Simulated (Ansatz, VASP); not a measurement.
# Sn2Pt: VASP beside Ansatz

Wanted: the spread between two codes on one cell, functional and k mesh.

Method: plane waves, with VASP 6.6.1 beside it; relaxation of cell and atoms at LDA, in Ansatz 0.2.0.

The database entry behind the starting cell differs from later determinations by our own check (0.1 to 0.3 % short, probably kX units), so it need not match the best structure at ambient conditions.

## 1. The structure

The structure is cubic, space group Fm-3m (No. 225). The conventional cell has a = 6.395 Å, b = 6.395 Å, c = 6.395 Å, α = 90.00°, β = 90.00°, γ = 90.00°. Nearest to Pt lie 8 Sn at 2.77 Å. Nearest to Sn lie 4 Pt at 2.77 Å. Farther neighbours are not listed.

As a file:

```xyz
3
Lattice="0.0000 3.1974 3.1974 3.1974 0.0000 3.1974 3.1974 3.1974 0.0000" Properties=species:S:1:pos:R:3 pbc="T T T"
Pt    0.0000    0.0000    0.0000
Sn    4.7961    4.7961    4.7961
Sn    1.5987    1.5987    1.5987
```

## 2. VASP: relaxation of cell and atoms, LDA

The relaxed volume is the usual yardstick between codes: its relative difference is about their pressure difference at one cell divided by the bulk modulus.

Lines of VASP's logs that name or quote its potential files are left out, and so is its time.

Contents of INCAR:

```
SYSTEM = Sn2Pt
PREC = Accurate
ENCUT = 350
EDIFF = 1E-08
NELM = 120
ISMEAR = 1
SIGMA = 0.2
LREAL = .FALSE.
ALGO = Fast
GGA = CA
NBANDS = 15
LORBIT = 11
LWAVE = .FALSE.
LCHARG = .FALSE.
KPAR = 4
IBRION = 1
NSW = 30
ISIF = 3
EDIFFG = -0.002
POTIM = 0.4
```

Contents of POSCAR:

```
Sn2Pt
1.0
    0.0000000000      3.1974317831      3.1974317831
    3.1974317831      0.0000000000      3.1974317831
    3.1974317831      3.1974317831      0.0000000000
Pt Sn
1 2
Direct
    0.0000000000      0.0000000000      0.0000000000
    0.7500000000      0.7500000000      0.7500000000
    0.2500000000      0.2500000000      0.2500000000
```

Contents of KPOINTS:

```
Automatic mesh
0
Gamma
9 9 9
0 0 0
```

The projector-augmented-wave data sets are Pt and Sn (LDA family, release 64).

On the command line:

```console
> mpirun -np 4 vasp_std
```

Numbers of over 12 decimals in the logs are rounded to 6 here.

What it wrote:

```text
[banner, memory and clock lines left out]
running    4 mpi-ranks, on    1 nodes
 distrk:  each k-point on    1 cores,    4 groups
 distr:  one band on    1 cores,    1 groups

 POSCAR found type information on POSCAR PtSn
 POSCAR found :  2 types and       3 ions
 LDA part: xc-table for (Slater(with rela. corr.)+CA(PZ))
 , standard interpolation
 POSCAR, INCAR and KPOINTS ok, starting setup
 FFT: planning ... GRIDC
 FFT: planning ... GRID_SOFT
 FFT: planning ... GRID
 WAVECAR not read
 entering main loop
       N       E                     dE             d eps       ncg     rms          rms(c)
DAV:   1     0.461168734035E+02    0.46117E+02   -0.58812E+03  1122   0.710E+02
DAV:   2    -0.167144367822E+02   -0.62831E+02   -0.58755E+02  1309   0.152E+02
DAV:   3    -0.185079102555E+02   -0.17935E+01   -0.17156E+01  1346   0.246E+01
DAV:   4    -0.185244851039E+02   -0.16575E-01   -0.16547E-01  1233   0.242E+00
DAV:   5    -0.185247555300E+02   -0.27043E-03   -0.27041E-03  1380   0.319E-01    0.820E+00
RMM:   6    -0.181200524670E+02    0.40470E+00   -0.10384E+00  1050   0.677E+00    0.375E+00
RMM:   7    -0.179972735041E+02    0.12278E+00   -0.11142E-01  1050   0.195E+00    0.224E+00
RMM:   8    -0.179502909472E+02    0.46983E-01   -0.60452E-02  1050   0.175E+00    0.254E-01
RMM:   9    -0.179504700261E+02   -0.17908E-03   -0.56441E-03  1052   0.516E-01    0.182E-01
RMM:  10    -0.179505378429E+02   -0.67817E-04   -0.91829E-04  1055   0.227E-01    0.269E-02
RMM:  11    -0.179505601959E+02   -0.22353E-04   -0.25251E-04  1121   0.936E-02    0.263E-02
RMM:  12    -0.179505626385E+02   -0.24426E-05   -0.24842E-05  1098   0.284E-02    0.177E-02
RMM:  13    -0.179505628155E+02   -0.17705E-06   -0.38280E-06  1054   0.131E-02    0.174E-03
RMM:  14    -0.179505628982E+02   -0.82698E-07   -0.11526E-06  1110   0.601E-03    0.186E-03
RMM:  15    -0.179505629107E+02   -0.12488E-07   -0.13368E-07  1015   0.223E-03    0.530E-04
RMM:  16    -0.179505629130E+02   -0.22853E-08   -0.18912E-08   792   0.866E-04
   1 F= -.17950563E+02 E0= -.17949377E+02  d E =-.179506E+02
 BRION: g(F)=  0.425E-45 g(S)=  0.444E-03
 bond charge predicted
       N       E                     dE             d eps       ncg     rms          rms(c)
DAV:   1    -0.179535326754E+02   -0.29698E-02   -0.38230E-02  1204   0.177E+00    0.339E-01
RMM:   2    -0.179510571121E+02    0.24756E-02   -0.11433E-02  1050   0.687E-01    0.144E-01
RMM:   3    -0.179506487770E+02    0.40834E-03   -0.87649E-04  1050   0.188E-01    0.513E-02
RMM:   4    -0.179506074696E+02    0.41307E-04   -0.14575E-04  1050   0.597E-02    0.954E-03
RMM:   5    -0.179506078471E+02   -0.37755E-06   -0.19236E-05  1053   0.262E-02    0.104E-02
RMM:   6    -0.179506072593E+02    0.58782E-06   -0.43332E-06  1051   0.136E-02    0.141E-03
RMM:   7    -0.179506073279E+02   -0.68599E-07   -0.71702E-07  1065   0.507E-03    0.989E-04
RMM:   8    -0.179506073460E+02   -0.18106E-07   -0.15060E-07  1002   0.219E-03    0.679E-04
RMM:   9    -0.179506073463E+02   -0.24306E-09   -0.20792E-08   781   0.787E-04
   2 F= -.17950607E+02 E0= -.17949279E+02  d E =-.444333E-04
 BRION: g(F)=  0.218E-46 g(S)=  0.283E-03 retain N=  1 mean eig= 0.56
 eig:   0.556
 bond charge predicted
       N       E                     dE             d eps       ncg     rms          rms(c)
DAV:   1    -0.179512629947E+02   -0.65565E-03   -0.75392E-03  1176   0.788E-01    0.150E-01
RMM:   2    -0.179507753500E+02    0.48764E-03   -0.22682E-03  1050   0.306E-01    0.626E-02
RMM:   3    -0.179506942106E+02    0.81139E-04   -0.17339E-04  1050   0.833E-02    0.215E-02
RMM:   4    -0.179506860612E+02    0.81494E-05   -0.29539E-05  1050   0.267E-02    0.418E-03
RMM:   5    -0.179506859800E+02    0.81166E-07   -0.37757E-06  1053   0.117E-02    0.440E-03
RMM:   6    -0.179506859418E+02    0.38208E-07   -0.69147E-07  1051   0.556E-03    0.660E-04
RMM:   7    -0.179506859491E+02   -0.73485E-08   -0.15006E-07  1037   0.232E-03    0.462E-04
RMM:   8    -0.179506859526E+02   -0.34597E-08   -0.28431E-08   810   0.992E-04
   3 F= -.17950686E+02 E0= -.17949420E+02  d E =-.786063E-04
 BRION: g(F)=  0.152E-46 g(S)=  0.318E-09 retain N=  1 mean eig= 0.56
 eig:   0.556
 reached required accuracy - stopping structural energy minimisation
```

OUTCAR, selected parts (step 2):

```text
ion  position               nearest neighbor table
   1  0.000  0.000  0.000-   2 2.77   2 2.77   2 2.77   3 2.77   3 2.77   3 2.77   3 2.77   2 2.77

  LATTYP: Found a face centered cubic cell.
 ALAT       =     6.3948635662

 Subroutine GETGRP returns: Found 48 space group operations
 (whereof 48 operations were pure point group operations)

The static configuration has the point symmetry O_h .

 Found     35 irreducible k-points:

   k-points           NKPTS =     35   k-points in BZ     NKDIM =     35   number of bands    NBANDS=     15

   dimension x,y,z NGX =    28 NGY =   28 NGZ =   28
   dimension x,y,z NGXF=    56 NGYF=   56 NGZF=   56

   ENCUT  =  350.0 eV  25.72 Ry    5.07 a.u.   6.90  6.90  6.90*2*pi/ulx,y,z

   NELECT =      18.0000    total number of electrons

 k-points in reciprocal lattice and weights: Automatic mesh
   0.00000000  0.00000000  0.00000000       0.001
   0.11111111  0.00000000  0.00000000       0.011
   0.22222222  0.00000000  0.00000000       0.011
   0.33333333  0.00000000  0.00000000       0.011
   0.44444444  0.00000000  0.00000000       0.011
   0.11111111  0.11111111  0.00000000       0.008
   0.22222222  0.11111111  0.00000000       0.033
   0.33333333  0.11111111  0.00000000       0.033
   0.44444444  0.11111111  0.00000000       0.033
[...]
-0.33333333  0.44444444  0.11111111       0.033
  -0.33333333  0.44444444  0.22222222       0.033

 average (electrostatic) potential at core
       1 -67.3393       2 -42.4293       3 -42.4293

 E-fermi :   7.3532

 k-point     1 :       0.0000    0.0000    0.0000
  band No.  band energies     occupation
    ...
      3       1.9430      2.00000
      4       1.9430      2.00000
      5       3.6548      2.00000
      6       3.6548      2.00000
      7       4.4369      2.00000
      8       9.7943     -0.00000
      9       9.7943     -0.00000
     10       9.7943     -0.00000
     11      10.1177     -0.00000
     12      10.1177     -0.00000
    ...

 k-point     2 :       0.1111    0.0000    0.0000
  band No.  band energies     occupation
    ...
      3       2.0070      2.00000
      4       2.0070      2.00000
      5       3.6203      2.00000
      6       3.6203      2.00000
      7       4.8837      2.00000
      8       7.9916     -0.00006
      9       9.0475     -0.00000
     10       9.0475     -0.00000
     11      10.3576     -0.00000
     12      10.4449     -0.00000
    ...

 k-point     3 :       0.2222    0.0000    0.0000
  band No.  band energies     occupation
    ...
      4       2.1682      2.00000
      5       3.5612      2.00000
      6       3.5612      2.00000
      7       5.1310      2.00000
      8       6.7463      2.00015
      9       8.1176     -0.00000
     10       8.1176     -0.00000
     11       9.7336     -0.00000
     12      10.3876     -0.00000
     13      10.3876     -0.00000
    ...

  Total       -0.0000908     -0.0000908     -0.0000908     -0.0000000     -0.0000000      0.0000000
  in kB       -0.0022190     -0.0022190     -0.0022190     -0.0000000     -0.0000000      0.0000000
  external PRESSURE =      -0.0022190 kB  Pullay stress =       0.0000000 kB

  energy-cutoff  :      350.00
  volume of cell :       65.53
      direct lattice vectors                 reciprocal lattice vectors
     0.000000000  3.199883817  3.199883817    -0.156255673  0.156255673  0.156255673
     3.199883817 -0.000000000  3.199883817     0.156255673 -0.156255673  0.156255673
     3.199883817  3.199883817 -0.000000000     0.156255673  0.156255673 -0.156255673

 POSITION                                       TOTAL-FORCE (eV/Angst)
 -----------------------------------------------------------------------------------
      0.00000     -0.00000      0.00000        -0.000000     -0.000000     -0.000000
      4.79983      4.79983      4.79983        -0.000000     -0.000000     -0.000000
      1.59994      1.59994      1.59994         0.000000      0.000000      0.000000
 -----------------------------------------------------------------------------------
    total drift:                               -0.000000     -0.000000      0.000000

  FREE ENERGIE OF THE ION-ELECTRON SYSTEM (eV)
  ---------------------------------------------------
  free  energy   TOTEN  =       -17.9506859526 eV

  energy  without entropy=      -17.9468868448  energy(sigma->0) =      -17.94941958

 reached required accuracy - stopping structural energy minimisation

 total charge
# of ion       s       p       d       tot
------------------------------------------
    1        0.703   0.624   8.154   9.481
    2        1.410   1.626   0.221   3.257
    3        1.410   1.626   0.221   3.257
--------------------------------------------------
tot          3.522   3.876   8.596  15.995

[... 3 further parts left out ...]
```

CONTCAR:

```
Sn2Pt
   1.00000000000000
     0.0000000000000000    3.1998838167321200    3.1998838167321200
     3.1998838167321200   -0.0000000000000000    3.1998838167321200
     3.1998838167321200    3.1998838167321200   -0.0000000000000000
  Pt              Sn
     1     2
Direct
    -0.0000000000000000    0.0000000000000000   -0.0000000000000000
     0.7500000000000000    0.7500000000000000    0.7500000000000000
     0.2500000000000000    0.2500000000000000    0.2500000000000000
```

The data set Sn keeps the semicore shell frozen, which is cheaper and a little less accurate. The run keeps the 48 symmetry operations of its start, so it cannot find a distortion of lower symmetry.

## 3. Ansatz: relaxation of cell and atoms, LDA

Ansatz runs on its default PAW (the set named soft_2) files.

The same cell, functional (in two slightly different forms), mesh and smearing now go to Ansatz, which takes its cutoff from its data sets.

Contents of input.yaml:

```yaml
crystal:
  lattice:
    - [0.0, 3.1974317831, 3.1974317831]
    - [3.1974317831, 0.0, 3.1974317831]
    - [3.1974317831, 3.1974317831, 0.0]
  atoms:
    - { symbol: Pt, position: [0.0, 0.0, 0.0] }
    - { symbol: Sn, position: [0.75, 0.75, 0.75] }
    - { symbol: Sn, position: [0.25, 0.25, 0.25] }
hamiltonian:
  xc: lda
  pseudopotentials: { kind: paw }
kpoints:
  mp_grid: { grid: [9, 9, 9] }
scf:
  occupations: { method: methfessel_paxton, width: 0.2 }
relax:
  f_tol: 0.01
  max_steps: 60
  cell: { stress_tol: 0.05 }
output:
  forces: true
  stress: true
```

On the command line:

```console
> ansatz run input.yaml --threads 4 --pin off --max-ram 9216MiB --backend cpu --events-out ev --progress --plain --runs-dir out
```

What it wrote:

```text
Engine: ansatz 0.2.0, aarch64-unknown-linux-gnu
Pseudopotentials: kind: paw
Pseudopotential: Pt, paw, valence charge 18, recommended cutoff 420 eV (normal), Pt.paw.azcp
Pseudopotential: Sn, paw, valence charge 14, recommended cutoff 420 eV (normal), Sn.paw.azcp
Functional definition: SPW92
  exchange = slater_x
  correlation = pw_c
Crystal: 3 atoms, lattice volume = 65.378 Å³
Basis set: ecut = 420 eV, 1243 PW (Γ)
Bands: 28, of which v1, the nominal top of the filled ones, is band 23 counted from 1 (22 counted from 0)
Symmetry: 48 space group operations
Space group: Fm-3m (ITA 225), of the structure as read, at distance tolerance 4.0e-5 Å
k-points: 35 of 729
Non-local potential: Pt, projectors of the file, l = 0: 3, l = 1: 2, l = 2: 2, l = 3: 1
Non-local potential: Sn, projectors of the file, l = 0: 2, l = 1: 2, l = 2: 2, l = 3: 2
PAW form: soft (Blöchl's): semilocal exchange-correlation on the pseudo side does not see the compensation charge
PAW frozen core: Pt, regenerated for the run's functional, and the local potential with it (the file was generated under x = pbe(κ = 0.804, μ = 0.219515), c = pbe(β = 0.066725))
PAW frozen core: Sn, regenerated for the run's functional, and the local potential with it (the file was generated under x = pbe(κ = 0.804, μ = 0.219515), c = pbe(β = 0.066725))
PAW one-centre angular grid: Pt, 590 points (default); XC on 64 Gauss nodes
PAW one-centre angular grid: Sn, 590 points (default); XC on 64 Gauss nodes
Initial density: superposition of atomic densities (neutral atoms: chi_scale 0, normalization atom), corrected by the library's trained network
Initial wavefunctions: pseudopotential atomic-orbital guess
Functional: x = slater, c = lda
SCF iter   1: F=—  HF=-24005.457203 eV  |F-HF|=—  |Δ(HF+E_count)|=         —  Δρ=7.02e-3  dr2=1.74e-2  ethr=1.77e-3  ⟨swp⟩=5.6  Hψ=4009  notcnv=0
preconditioner: auto → LDOS  [metal: Δε(μ)=0.048 eV  Ē_g=17.108 eV  σ=0.200 eV  W_gap=0.20  n_scr=14 (ndim 8)  ℏωp=28.3 eV  f_vac=0.042  D(μ)=1.54/eV (n_scr^D=14)  β→1.0]
SCF iter   2: F=—  HF=-24005.454229 eV  |F-HF|=—  |Δ(HF+E_count)|=   2.97e-3  S|Δr|=    0.00e0  Δρ=3.69e-3  dr2=6.53e-3  ethr=3.77e-5  ⟨swp⟩=2.0  Hψ=1947  notcnv=0
SCF iter   3: F=—  HF=-24005.450143 eV  |F-HF|=—  |Δ(HF+E_count)|=   4.09e-3  S|Δr|=    0.00e0  Δρ=4.93e-4  dr2=9.24e-5  ethr=1.42e-5  ⟨swp⟩=2.1  Hψ=1628  notcnv=0  defer=1
SCF iter   4: F=—  HF=-24005.450131 eV  |F-HF|=—  |Δ(HF+E_count)|=   1.20e-5  S|Δr|=    0.00e0  Δρ=3.76e-5  dr2=6.00e-7  ethr=2.01e-7  ⟨swp⟩=2.0  Hψ=1601  notcnv=0  defer=1
SCF iter   5: F=-24005.450131 eV  HF=-24005.450131 eV  |F-HF|=4.44e-8  |Δ(HF+E_count)|=   1.58e-7  S|Δr|=    0.00e0  Δρ=9.14e-6  dr2=5.51e-8  ethr=2.17e-10  ⟨swp⟩=5.0  Hψ=3477  notcnv=0
SCF 1 converged in 5 iterations: F = -24005.450131 eV  dr2 = 5.51e-8
  greatest PAW one-centre occupation: 1.000 electrons in one spin orbital (limit 2), on the Pt atom at site 0 (counted from 0), in its partial waves of l = 0
relax step   1: F+E_penalty+E_count = -24005.45013145 eV  Δ(F+E_penalty+E_count) = +0.000e0 eV  max|allowed force component| = 3.084e-17 eV/Å  Δτ_max = 0.0000 Å  P = +0.471 GPa  Ω = 65.378 Å³  (5 SCF iters, dr2 threshold 1.00e-7 eV, accepted)
[...]
relax step   2: F+E_penalty+E_count = -24005.44921033 eV  Δ(F+E_penalty+E_count) = +9.211e-4 eV  max|allowed force component| = 4.780e-17 eV/Å  Δτ_max = 0.0000 Å  P = -0.736 GPa  Ω = 66.102 Å³  energy of the carried Pulay correction = -2.922e-4 eV  (4 SCF iters, dr2 threshold 3.00e-7 eV, rejected (line search))
[...]
relax step   3: F+E_penalty+E_count = -24005.45042270 eV  Δ(F+E_penalty+E_count) = -2.912e-4 eV  max|allowed force component| = 2.853e-17 eV/Å  Δτ_max = 0.0000 Å  P = -0.007 GPa  Ω = 65.659 Å³  energy of the carried Pulay correction = -1.137e-4 eV  (7 SCF iters, accepted)
[...]
relax step   4: F+E_penalty+E_count = -24005.45057867 eV  Δ(F+E_penalty+E_count) = -1.560e-4 eV  max|allowed force component| = 1.850e-17 eV/Å  Δτ_max = 0.0000 Å  P = -0.008 GPa  Ω = 65.659 Å³  stress off target by 7.76e-3 GPa  SCF on the basis re-selected at this cell (its energy is not comparable with the rows above)  (4 SCF iters)
basis re-selected at this cell: Δ(F+E_penalty+E_count) = -1.560e-4 eV, ΔP = -0.001 GPa vs the last step (what re-selecting the basis moved, of the pressure what is left beyond the Pulay correction that the steps carried, after the strain that the cell walked since its last selection, with what the two solves' SCF thresholds leave and, on support functions, any second-order correction that the steps lacked; it is no m [...]
SCF converged after 4 iterations
Stability not checked: this state was not tested for a lower state beside it, because cold or Methfessel-Paxton smearing, or corrected tetrahedra, fill the levels in a way that the test cannot read (fill_not_monotonic; see scf.lower_state_search)
Free energy (F): -24005.450579 eV
Harris-Foulkes:  -24005.450579 eV  (|F-HF|=0.00e0)
Internal energy: -24005.445980 eV  (E = F + TS)
E sigma→0 (E₀):  -24005.449429 eV
Entropy (-TS):   -0.004598 eV (-1.533 meV/atom)
Fermi energy:    14.449068 eV
--- Per-component energies (eV) ---
  E_band       = -371.402191
  E_kinetic    = 1019.406842
  E_local      = -3784.296190  (includes V_loc(G=0)·N_el)
  E_nonlocal   = 151.133856
  E_hartree    = 1878.133074
  E_xc         = -1020.250650
  E_vxc        = -502.627810  (∫ρ·V_xc dr)
  E_paw        = -17171.115170  (= ΣΔE_a)
  E_vpaw       = -1011.285237  (= ΣTr[D̂ρ^β])
  E_aug_tail   = 0.000164  (compensation charges beyond the density's cutoff)
  E_ewald      = -5079.771571
  E_core_change = 1.313666  (= ΣΔE_core)
  E_smearing   = -0.004598  (= −TS)
  E_closure    = 0.000000  (closes the sum)
  Σ components = -24005.450579   (vs F -24005.450579, Δ=0.00e0)
--- Forces (eV/Å), atoms counted from 1 ---
  atom   1  Pt    -0.00000000    -0.00000000    -0.00000000
  atom   2  Sn    -0.00000000    -0.00000000     0.00000000
  atom   3  Sn    -0.00000000    -0.00000000    -0.00000000
  max |Σ_I F_I| component: 5.55e-17 eV/Å
--- Stress (GPa, compression-positive) ---
       -0.007755      -0.000000       0.000000
       -0.000000      -0.007755      -0.000000
        0.000000      -0.000000      -0.007755
  P = ⅓ Tr σ = -0.0078 GPa (-0.078 kbar)
--- Relaxed structure (3 steps of the walk, 2 accepted, 1 SCFs on fresh bases) ---
  F+E_penalty+E_count = -24005.45057867 eV   max|allowed force component| = 1.850e-17 eV/Å   (the final SCF, on the basis selected at the relaxed cell)
  cell:  # Å, volume = 65.6591 Å³
    - [0, 3.202002, 3.202002]
    - [3.202002, 0, 3.202002]
    - [3.202002, 3.202002, 0.0]
  atoms:
    - { symbol: Pt, position: [0, 0, 0] }
    - { symbol: Sn, position: [0.750000, 0.750000, 0.750000] }
    - { symbol: Sn, position: [0.250000, 0.250000, 0.250000] }
```

Wall time 2.7 s (4 threads of Arm Neoverse V2, shared host); peak memory 0.4 GiB; 9.4 s of CPU time.

## 4. Comparison

Known differences besides the potentials themselves: the two LDA forms differ slightly; both relaxations stop at a tolerance, which leaves soft axes loose, and VASP keeps its plane-wave basis; the data sets hold 46 valence electrons in Ansatz (default PAW (the set named soft_2) files) and 18 in VASP; the cutoff is 420 eV in Ansatz and 350 eV in VASP; VASP's log shows a relativistic correction to its local exchange, Ansatz's none; Ansatz adds a Pulay correction to the stress that steers its cell, VASP none. Total energies have different zeros and are not compared.

Both answers:

```
                                         quantity  Ansatz   VASP  difference
                                      volume (Å³)   65.66  65.53     +0.20 %
edge a after relaxation, in the typed setting (Å)   4.528  4.525     +0.07 %
```

The walks stopped with -0.01 GPa left in Ansatz and 0.00 GPa in VASP; each walk ends within a tolerance, so the volume difference is uncertain by about these residues over the bulk modulus, most in soft cells.

## 5. What came out

```yaml
difference_in_volume_relaxation_of_cell_and_atoms_lda: 0.20 %
```

What this shows: The difference in volume is 0.20 % (relaxation of cell and atoms, LDA), within the 1.2 % picked in this series as the mark of a large difference, as far as the stopping tolerances let one tell. How closely two codes agree says nothing of how well the functional describes the real material.

[Lines on the potential files, build, host, timing and source positions are cut from VASP's logs without a mark.]

[Logs are printed without paths, hosts, clocks, repeated set-up lines and the standing remarks that a program may print on its own settings, such as how far it seeks lower states.]

[Hosts, paths, dates, database ids (printed as entryN), source tags and the programs' standing remarks are cut or masked in the printed files.]
